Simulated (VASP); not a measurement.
Data:

```
CELL_PARAMETERS angstrom
      0.00000     1.78888     1.78888
      1.78888     0.00000     1.78888
      1.78888     1.78888     0.00000
ATOMIC_POSITIONS crystal
  Cu 0.00000 0.00000 0.00000
```

All values below come from PBE GGA with D4 dispersion, VASP's PBE PAW potentials (set 64) (plane waves; VASP). Numerical set-up: 520 eV cut-off, 17×17×17 Γ-centred mesh, first-order Methfessel-Paxton smearing of 0.10 eV, potentials Cu.

Q: Estimate the energy per atom (σ→0), band gap (on the k-mesh) with the smallest direct gap where there is one.

A: 
```
Property                                                    Result
------------------------  ----------------------------------------
band gap (on the k-mesh)  none (metal, semimetal or under 0.01 eV)
energy per atom (σ→0)                               -4.291 eV/atom
```

The compound is Cu in the fcc structure. It was relaxed first.
